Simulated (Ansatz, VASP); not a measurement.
# Cross-check of BaCdBO3F between VASP and Ansatz, part 2 of 2

Wanted: the spread between two codes on one cell, functional and k mesh. The cell is generated by rule, not measured, and may not be a known phase. The cell is taken from a series of runs on this material, whose earlier steps may have relaxed, scaled, displaced or heated it; both programs get it as it stands.

VASP 6.6.1 and Ansatz 0.2.0.

So far: The structure; Ansatz: relaxation of cell and atoms, PBEsol.

**3. VASP: relaxation of cell and atoms, PBEsol**

Level of this step: PBEsol; plane waves and PAW (Ba_sv, Cd, B, O, F); invented cell (VASP).

The same cell, functional and mesh now go to VASP, with its own data sets.

Lines of VASP's logs that name or quote its potential files are left out, and so is its time.

INCAR

```
SYSTEM = BaCdBO3F
PREC = Accurate
ENCUT = 600
EDIFF = 1E-07
NELM = 120
ISMEAR = 0
SIGMA = 0.01
LREAL = .FALSE.
ALGO = Normal
GGA = PS
NBANDS = 64
LORBIT = 11
LWAVE = .FALSE.
LCHARG = .FALSE.
ISIF = 3
IBRION = 2
NSW = 80
EDIFFG = -0.005
LASPH = .TRUE.
GGA_COMPAT = .FALSE.
NELMIN = 4
EFERMI = MIDGAP
KPAR = 4
```

POSCAR

```
BaCdBO3F
1.0
   -5.1884340000      0.0000000000      0.0000000000
   -2.5942170000     -4.4933160000     -4.4187730000
   -2.5942170000     -4.4933160000      4.4187730000
Ba Cd B O F
2 2 2 6 2
Direct
    0.9928992302      0.0035546131      0.0035546131
    0.0071007698      0.4964453869      0.4964453869
    0.3333334446      0.9160690479      0.4172640629
    0.3333334446      0.4172640629      0.9160690479
    0.6666666667      0.0717714699      0.5948951968
    0.6666666667      0.5948951968      0.0717714699
    0.8919634796      0.1084534366      0.6273737342
    0.8919634796      0.6273737342      0.1084534366
    0.7358273971      0.9288278012      0.4433812756
    0.7358273971      0.4433812756      0.9288278012
    0.3722093458      0.1776093023      0.7143540050
    0.3722093458      0.7143540050      0.1776093023
    0.3203290429      0.2002370855      0.2002370855
    0.3463376237      0.6330962478      0.6330962478
```

KPOINTS

```
Automatic mesh
0
Gamma
4 4 4
0 0 0
```

PAW data sets: Ba_sv, Cd, B, O and F (PBE family, release 64).

Started as:

```bash
$ mpirun -np 4 vasp_std
```

Numbers of over 12 decimals in the logs are rounded to 6 here.

What it wrote:

```text
[banner, memory and clock lines left out]
running    4 mpi-ranks, on    1 nodes
 distrk:  each k-point on    1 cores,    4 groups
 distr:  one band on    1 cores,    1 groups

 POSCAR found type information on POSCAR BaCdB O F
 POSCAR found :  5 types and      14 ions
|                                                                             |
|               ----> ADVICE to this user running VASP <----                  |
|                                                                             |
|     You enforced a specific xc type in the INCAR file but a different       |
|     [... a line on the potential file left out ...]
|     I HOPE YOU KNOW WHAT YOU ARE DOING!                                     |
|                                                                             |

 LDA part: xc-table for (Slater+PW92), standard interpolation
 POSCAR, INCAR and KPOINTS ok, starting setup
 FFT: planning ... GRIDC
 FFT: planning ... GRID_SOFT
 FFT: planning ... GRID
 WAVECAR not read
 entering main loop
       N       E                     dE             d eps       ncg     rms          rms(c)
DAV:   1     0.839057771249E+03    0.83906E+03   -0.57312E+04  3072   0.169E+03
DAV:   2    -0.323293937039E+02   -0.87139E+03   -0.83152E+03  3576   0.386E+02
DAV:   3    -0.100200250953E+03   -0.67871E+02   -0.67386E+02  3608   0.114E+02
DAV:   4    -0.101944169222E+03   -0.17439E+01   -0.17400E+01  4216   0.161E+01
DAV:   5    -0.101983339995E+03   -0.39171E-01   -0.39162E-01  3920   0.221E+00    0.220E+01
DAV:   6    -0.905645462653E+02    0.11419E+02   -0.41506E+01  4272   0.486E+01    0.139E+01
DAV:   7    -0.905314240479E+02    0.33122E-01   -0.54647E+00  3632   0.108E+01    0.901E+00
DAV:   8    -0.903826475526E+02    0.14878E+00   -0.14617E+00  3696   0.518E+00    0.215E+00
DAV:   9    -0.903154513419E+02    0.67196E-01   -0.34324E-01  3624   0.283E+00    0.396E-01
DAV:  10    -0.903202705266E+02   -0.48192E-02   -0.51704E-02  3664   0.122E+00    0.519E-01
DAV:  11    -0.903207877615E+02   -0.51723E-03   -0.21385E-03  3696   0.245E-01    0.240E-01
DAV:  12    -0.903236209782E+02   -0.28332E-02   -0.48261E-03  3448   0.291E-01    0.875E-02
DAV:  13    -0.903236886693E+02   -0.67691E-04   -0.36892E-04  3664   0.881E-02    0.368E-02
DAV:  14    -0.903237533835E+02   -0.64714E-04   -0.15001E-04  3488   0.479E-02    0.132E-02
DAV:  15    -0.903237646935E+02   -0.11310E-04   -0.16694E-05  3768   0.207E-02    0.488E-03
DAV:  16    -0.903237653764E+02   -0.68281E-06   -0.20148E-06  3552   0.822E-03    0.391E-03
DAV:  17    -0.903237655686E+02   -0.19226E-06   -0.76955E-07  3480   0.427E-03    0.161E-03
DAV:  18    -0.903237655795E+02   -0.10925E-07   -0.18494E-07  2672   0.272E-03
   1 F= -.90323766E+02 E0= -.90323766E+02  d E =-.903238E+02
[... from here on, the cycles between the ionic steps are left out ...]
   2 F= -.90334209E+02 E0= -.90334209E+02  d E =-.104439E-01
  62 F= -.90443416E+02 E0= -.90443416E+02  d E =-.563302E-04
  63 F= -.90443449E+02 E0= -.90443449E+02  d E =-.891554E-04
  64 F= -.90443473E+02 E0= -.90443473E+02  d E =-.237439E-04
  65 F= -.90443503E+02 E0= -.90443503E+02  d E =-.542089E-04
  66 F= -.90443512E+02 E0= -.90443512E+02  d E =-.905931E-05
  67 F= -.90443527E+02 E0= -.90443527E+02  d E =-.243556E-04
  68 F= -.90443529E+02 E0= -.90443529E+02  d E =-.254855E-04
  69 F= -.90443537E+02 E0= -.90443537E+02  d E =-.840192E-05
  70 F= -.90443537E+02 E0= -.90443537E+02  d E =-.862619E-05
  71 F= -.90443544E+02 E0= -.90443544E+02  d E =-.656535E-05
  72 F= -.90443551E+02 E0= -.90443551E+02  d E =-.133947E-04
 curvature:  -1.88 expect dE=-0.193E-04 dE for cont linesearch -0.245E-08
 trial: gam= 0.71587 g(F)=  0.736E-05 g(S)=  0.288E-05 ort = 0.216E-06 (trialstep = 0.717E+00)
 search vector abs. value=  0.289E-04
 bond charge predicted
       N       E                     dE             d eps       ncg     rms          rms(c)
DAV:   1    -0.904435500163E+02    0.49992E-06   -0.45694E-03  3072   0.296E-01    0.119E-02
DAV:   2    -0.904435573789E+02   -0.73625E-05   -0.89826E-05  3472   0.398E-02    0.465E-03
DAV:   3    -0.904435570358E+02    0.34304E-06   -0.98697E-07  4176   0.495E-03    0.296E-03
DAV:   4    -0.904435568092E+02    0.22662E-06   -0.53524E-07  3376   0.418E-03    0.925E-04
DAV:   5    -0.904435567703E+02    0.38899E-07   -0.12815E-07  2272   0.191E-03
  73 F= -.90443557E+02 E0= -.90443557E+02  d E =-.624891E-05
 trial-energy change:   -0.000006  1 .order   -0.000006   -0.000007   -0.000005
 step:   2.2561(harm=  2.2561)  dis= 0.00110  next Energy=   -90.443562 (dE=-0.117E-04)
 reached required accuracy - stopping structural energy minimisation
```

Parts of OUTCAR (step 3):

```text
ion  position               nearest neighbor table
   1  0.993  0.004  0.004-  11 2.69  12 2.69   7 2.74   8 2.74   9 2.83  10 2.83  13 3.04  13 3.24
                             4 3.70   3 3.70   3 3.73   4 3.73   4 3.74   3 3.74   2 4.42   2 4.42
   2  0.007  0.496  0.496-  13 2.66  14 2.76   9 2.77  10 2.77   7 2.86   8 2.86  11 2.91  12 2.91
                            14 2.98   3 3.70   4 3.70   4 3.72   3 3.72   4 3.74   3 3.74   1 4.42
   3  0.333  0.916  0.417-   9 2.20   7 2.20  12 2.20  14 2.23  13 2.24   2 3.70   1 3.70   2 3.72
                             1 3.73   2 3.74   1 3.74
   4  0.333  0.417  0.916-  10 2.20   8 2.20  11 2.20  14 2.23  13 2.24   2 3.70   1 3.70   2 3.72
                             1 3.73   2 3.74   1 3.74
   5  0.667  0.072  0.595-   7 1.38   9 1.38  11 1.39
   6  0.667  0.595  0.072-   8 1.38  10 1.38  12 1.39
   7  0.892  0.108  0.627-   5 1.38   3 2.20   1 2.74   2 2.86
   8  0.892  0.627  0.108-   6 1.38   4 2.20   1 2.74   2 2.86
   9  0.736  0.929  0.443-   5 1.38   3 2.20   2 2.77   1 2.83
  10  0.736  0.443  0.929-   6 1.38   4 2.20   2 2.77   1 2.83
  11  0.372  0.178  0.714-   5 1.39   4 2.20   1 2.69   2 2.91
  12  0.372  0.714  0.178-   6 1.39   3 2.20   1 2.69   2 2.91
  13  0.320  0.200  0.200-   3 2.24   4 2.24   2 2.66   1 3.04   1 3.24
  14  0.346  0.633  0.633-   3 2.23   4 2.23   2 2.76   2 2.98

  LATTYP: Found a body centered orthorhombic cell.
 ALAT       =     5.1884340000
 B/A-ratio  =     1.7033166462
 C/A-ratio  =     1.7320509425

 Subroutine GETGRP returns: Found  2 space group operations
 (whereof  2 operations were pure point group operations)

The static configuration has the point symmetry C_1h.

 Found     24 irreducible k-points:

   k-points           NKPTS =     24   k-points in BZ     NKDIM =     24   number of bands    NBANDS=     64

   dimension x,y,z NGX =    42 NGY =   54 NGZ =   54
   dimension x,y,z NGXF=    84 NGYF=  108 NGZF=  108

   ENCUT  =  600.0 eV  44.10 Ry    6.64 a.u.  10.36 13.61 13.61*2*pi/ulx,y,z

   NELECT =     100.0000    total number of electrons

 k-points in reciprocal lattice and weights: Automatic mesh
   0.00000000  0.00000000  0.00000000       0.016
   0.25000000  0.00000000  0.00000000       0.031
   0.25000000  0.25000000  0.25000000       0.031
   0.50000000  0.00000000  0.00000000       0.016
   0.50000000  0.50000000  0.50000000       0.016
   0.00000000  0.25000000  0.00000000       0.062
   0.25000000  0.25000000  0.00000000       0.062
   0.50000000  0.25000000  0.00000000       0.062
   0.50000000  0.25000000  0.50000000       0.062
[...]
0.50000000 -0.25000000  0.25000000       0.031
   0.00000000  0.50000000  0.50000000       0.016

 average (electrostatic) potential at core
       1 -36.3980       2 -36.4724       3 -38.3970       4 -38.3970       5 -30.4816
       6 -30.4816       7 -72.7516       8 -72.7516       9 -72.7051      10 -72.7051
      11 -72.5911      12 -72.5911      13 -77.4704      14 -77.4169

 E-fermi :   2.1010

 k-point     1 :       0.0000    0.0000    0.0000
  band No.  band energies     occupation
    ...
     46      -0.3198      2.00000
     47      -0.2687      2.00000
     48      -0.1368      2.00000
     49      -0.0249      2.00000
     50       0.5860      2.00000
     51       3.4573      0.00000
     52       6.0791      0.00000
     53       6.1179      0.00000
     54       6.5625      0.00000
     55       7.1441      0.00000
    ...

 k-point     2 :       0.2500    0.0000    0.0000
  band No.  band energies     occupation
    ...
     46      -0.3248      2.00000
     47      -0.2791      2.00000
     48      -0.1102      2.00000
     49       0.2450      2.00000
     50       0.5634      2.00000
     51       4.2456      0.00000
     52       6.1060      0.00000
     53       6.1670      0.00000
     54       6.4240      0.00000
     55       6.8768      0.00000
    ...

 k-point     3 :       0.2500    0.2500    0.2500
  band No.  band energies     occupation
    ...
     46      -0.3661      2.00000
     47      -0.3120      2.00000
     48      -0.1828      2.00000
     49       0.2895      2.00000
     50       0.5948      2.00000
     51       4.2581      0.00000
     52       6.1506      0.00000
     53       6.3086      0.00000
     54       6.4579      0.00000
     55       6.8636      0.00000
    ...

  Total        0.0124254     -0.0034521     -0.0074932     -0.0086603      0.0000000      0.0000000
  in kB        0.0958582     -0.0266320     -0.0578078     -0.0668110      0.0000000      0.0000000
  external PRESSURE =       0.0038061 kB  Pullay stress =       0.0000000 kB

  energy-cutoff  :      600.00
  volume of cell :      207.68
      direct lattice vectors                 reciprocal lattice vectors
    -5.194227227 -0.031742979  0.000000000    -0.193194513  0.110140926  0.000000000
    -2.624967746 -4.604368098 -4.357002832     0.000665951 -0.108972195 -0.114757786
    -2.624967746 -4.604368098  4.357002832     0.000665951 -0.108972195  0.114757786

 POSITION                                       TOTAL-FORCE (eV/Angst)
 -----------------------------------------------------------------------------------
     -5.12102     -0.30313      0.00000        -0.000334      0.001345      0.000000
     -2.63864     -4.50662      0.00000        -0.002221     -0.000291      0.000000
     -5.20179     -6.16470     -2.07884         0.000475      0.000953      0.001130
     -5.20179     -6.16470      2.07884         0.000475      0.000953     -0.001130
     -5.19968     -3.14092      2.42585        -0.000766     -0.004421     -0.000660
     -5.19968     -3.14092     -2.42585        -0.000766     -0.004421      0.000660
     -6.56774     -3.39688      2.41296         0.001303      0.002176     -0.000508
     -6.56774     -3.39688     -2.41296         0.001303      0.002176      0.000508
     -7.38292     -6.42848     -1.97194        -0.000828      0.000423     -0.000366
     -7.38292     -6.42848      1.97194        -0.000828      0.000423      0.000366
     -4.30096     -4.18820      2.46593         0.002463      0.000663     -0.002983
     -4.30096     -4.18820     -2.46593         0.002463      0.000663      0.002983
     -2.77659     -1.85127      0.00000         0.001341      0.000238      0.000000
     -5.22958     -5.26597      0.00000        -0.004078     -0.000882      0.000000
 -----------------------------------------------------------------------------------
    total drift:                                0.001978     -0.000694     -0.000000

  FREE ENERGIE OF THE ION-ELECTRON SYSTEM (eV)
  ---------------------------------------------------
  free  energy   TOTEN  =       -90.4435567703 eV

  energy  without entropy=      -90.4435567703  energy(sigma->0) =      -90.44355677

 reached required accuracy - stopping structural energy minimisation

 total charge
# of ion       s       p       d       tot
------------------------------------------
    1        1.996   5.623   0.253   7.871
    2        1.993   5.625   0.228   7.846
    3        0.343   0.286   9.649  10.278
    4        0.343   0.286   9.649  10.278
    5        0.732   1.432   0.000   2.164
    6        0.732   1.432   0.000   2.164
    7        1.549   3.531   0.000   5.080
    8        1.549   3.531   0.000   5.080
    9        1.548   3.536   0.000   5.084
   10        1.548   3.536   0.000   5.084
   11        1.549   3.542   0.000   5.091
   12        1.549   3.542   0.000   5.091
   13        1.732   4.334   0.000   6.066
   14        1.733   4.337   0.000   6.070
--------------------------------------------------
tot         18.896  44.572  19.779  83.247

[... 3 further parts left out ...]
```

Harder data sets than Ba_sv exist (the GW ones), and pressures, volumes and forces can shift noticeably with them. The run keeps the 2 symmetry operations of its start, so it cannot find a distortion of lower symmetry.

**4. Differences**

Known differences besides the potentials themselves: fixed occupations in Ansatz, narrow Gaussian smearing in VASP; the data sets hold 116 valence electrons in Ansatz (on its default PAW (the set named soft_2) files) and 100 in VASP; the cutoff is 420 eV in Ansatz and 600 eV in VASP; Ansatz makes its cores anew for this functional, VASP keeps those of its PBE data sets; Ansatz adds a Pulay correction to the stress that steers its cell, VASP none. Total energies have different zeros and are not compared.

The two programs side by side:

```csv
quantity,Ansatz,VASP,difference
volume (Å³),205.37,207.68,-1.11 %
"edge a after relaxation, in the typed setting (Å)",5.182,5.194,-0.24 %
"edge b after relaxation, in the typed setting (Å)",6.835,6.861,-0.38 %
```

**5. Summary of results**

| Item | Value |
| --- | --- |
| difference in volume (relaxation of cell and atoms, PBEsol) | -1.1 % |

**Reading.** The difference in volume is -1.1 % (relaxation of cell and atoms, PBEsol), within the 1.2 % picked in this series as the mark of a large difference, as far as the stopping tolerances let one tell. The data sets hold unlike numbers of valence electrons (116 in Ansatz and 100 in VASP), so part of the differences comes from the potentials. 3 further runs of this series are not shown here. Such differences can come from data sets, numerical settings and the points named under the comparisons, not from the functional's error against experiment.

[Lines on the potential files, build, host, timing and source positions are cut from VASP's logs without a mark.]

[Logs are printed without paths, hosts, clocks, repeated set-up lines and the standing remarks that a program may print on its own settings, such as how far it seeks lower states.]

[Hosts, paths, dates, database ids (printed as entryN), source tags and the programs' standing remarks are cut or masked in the printed files.]
